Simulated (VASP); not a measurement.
OSZICAR of a VASP run on TePb (space group Fm-3m):

File OSZICAR:
```
       N       E                     dE             d eps       ncg     rms          rms(c)
DAV:   1     0.135300319776E+03    0.13530E+03   -0.82673E+03   996   0.116E+03
DAV:   2     0.233044962662E+01   -0.13297E+03   -0.13017E+03  1022   0.304E+02
DAV:   3    -0.808601212464E+01   -0.10416E+02   -0.10129E+02  1328   0.897E+01
DAV:   4    -0.832882802759E+01   -0.24282E+00   -0.24273E+00  1088   0.176E+01
DAV:   5    -0.833797682197E+01   -0.91488E-02   -0.91487E-02  1306   0.309E+00    0.280E+00
DAV:   6    -0.818031619353E+01    0.15766E+00   -0.39412E-01  1270   0.486E+00    0.166E+00
DAV:   7    -0.817399289990E+01    0.63233E-02   -0.90236E-02  1160   0.169E+00    0.821E-01
DAV:   8    -0.817465992930E+01   -0.66703E-03   -0.10083E-02  1076   0.117E+00    0.111E-01
DAV:   9    -0.817444917934E+01    0.21075E-03   -0.17245E-03  1308   0.412E-01    0.375E-02
DAV:  10    -0.817446911333E+01   -0.19934E-04   -0.13898E-04  1052   0.102E-01    0.248E-02
DAV:  11    -0.817447320473E+01   -0.40914E-05   -0.17003E-05  1176   0.300E-02    0.538E-03
DAV:  12    -0.817447324535E+01   -0.40624E-07   -0.93383E-07  1232   0.119E-02    0.426E-03
DAV:  13    -0.817447315049E+01    0.94861E-07   -0.47928E-08  1126   0.156E-03    0.169E-03
DAV:  14    -0.817447317311E+01   -0.22619E-07   -0.11518E-07  1330   0.347E-03    0.449E-04
DAV:  15    -0.817447316417E+01    0.89394E-08   -0.96144E-09  1112   0.841E-04    0.430E-04
DAV:  16    -0.817447317870E+01   -0.14524E-07   -0.46167E-10   550   0.162E-04    0.783E-05
DAV:  17    -0.817447317657E+01    0.21248E-08   -0.11016E-10   490   0.882E-05    0.327E-05
DAV:  18    -0.817447317653E+01    0.44565E-10   -0.38311E-11   490   0.504E-05
   1 F= -.81744732E+01 E0= -.81744732E+01  d E =-.817447E+01
       N       E                     dE             d eps       ncg     rms          rms(c)
DAV:   1    -0.110796296917E+02   -0.29052E+01   -0.79477E+01  1214   0.139E+02    0.930E+00
DAV:   2    -0.860466092704E+01    0.24750E+01   -0.57486E+00  1196   0.502E+01    0.315E+00
DAV:   3    -0.825004482262E+01    0.35462E+00   -0.15032E+00  1220   0.206E+01    0.585E-01
DAV:   4    -0.825341477023E+01   -0.33699E-02   -0.31351E-02  1040   0.146E+00    0.506E-01
DAV:   5    -0.825517686748E+01   -0.17621E-02   -0.33860E-03  1264   0.571E-01    0.219E-01
DAV:   6    -0.825543449264E+01   -0.25763E-03   -0.70279E-04  1368   0.215E-01    0.285E-02
DAV:   7    -0.825542610879E+01    0.83838E-05   -0.40102E-05  1082   0.422E-02    0.132E-02
DAV:   8    -0.825542475309E+01    0.13557E-05   -0.29214E-06  1154   0.142E-02    0.459E-03
DAV:   9    -0.825542475196E+01    0.11262E-08   -0.39345E-07  1076   0.380E-03    0.100E-03
DAV:  10    -0.825542479761E+01   -0.45650E-07   -0.44168E-08  1022   0.195E-03    0.913E-04
DAV:  11    -0.825542482669E+01   -0.29074E-07   -0.97914E-10   960   0.274E-04    0.451E-04
DAV:  12    -0.825542484371E+01   -0.17027E-07   -0.58690E-10   640   0.202E-04    0.156E-04
DAV:  13    -0.825542484399E+01   -0.27603E-09   -0.67011E-11   490   0.109E-04
   2 F= -.82554248E+01 E0= -.82554248E+01  d E =-.809517E-01
       N       E                     dE             d eps       ncg     rms          rms(c)
DAV:   1    -0.834426058126E+01   -0.88836E-01   -0.27584E+00  1214   0.308E+01    0.155E+00
DAV:   2    -0.827272073336E+01    0.71540E-01   -0.14624E-01  1202   0.705E+00    0.574E-01
DAV:   3    -0.825991279355E+01    0.12808E-01   -0.55571E-02  1220   0.400E+00    0.116E-01
DAV:   4    -0.825994898473E+01   -0.36191E-04   -0.90590E-04   980   0.326E-01    0.921E-02
DAV:   5    -0.825994587072E+01    0.31140E-05   -0.22978E-04  1130   0.160E-01    0.282E-02
DAV:   6    -0.825994054677E+01    0.53239E-05   -0.23080E-05  1280   0.839E-02    0.773E-03
DAV:   7    -0.825994190490E+01   -0.13581E-05   -0.12185E-06   998   0.134E-02    0.122E-03
DAV:   8    -0.825994199917E+01   -0.94270E-07   -0.56263E-08  1302   0.333E-03    0.870E-04
DAV:   9    -0.825994190917E+01    0.89994E-07   -0.16265E-08  1202   0.159E-03    0.161E-04
DAV:  10    -0.825994193058E+01   -0.21402E-07   -0.10912E-09   762   0.286E-04    0.994E-05
DAV:  11    -0.825994193823E+01   -0.76536E-08   -0.16155E-10   490   0.116E-04    0.379E-05
DAV:  12    -0.825994193478E+01    0.34486E-08   -0.42117E-11   490   0.955E-05    0.526E-06
DAV:  13    -0.825994193496E+01   -0.17872E-09   -0.10578E-11   490   0.352E-05
   3 F= -.82599419E+01 E0= -.82599419E+01  d E =-.854688E-01
```

**Question.** Which electronic solver shows in the log?

**Answer.** It is blocked Davidson (ALGO = Normal, or the opening steps of other solvers). The INCAR had ALGO = Normal.

**Question.** Can the final energy be trusted as converged?

**Answer.** The calculation finished and met its thresholds. It stopped with EDIFF = 1E-09, NELM = 100, NSW = 50 and EDIFFG = -0.005 after 3 ionic steps (PBEsol GGA, plane waves, VASP's PBE PAW potentials (set 64)).  Energy and stress use the plane-wave basis of the starting cell.

The structure comes from a computed database's TePb entry; how it stands against other phases isn't given here. This run relaxes it. Symmetry was kept, so distortions that lower it aren't found. The run is one of a series of settings (EDIFF = 1E-09, EDIFFG = -0.005, ENCUT = 420, IBRION = 2, ISIF = 3, NSW = 50, KPOINTS 9×9×9 Γ-centred mesh against the base run), some of them coarse on purpose.
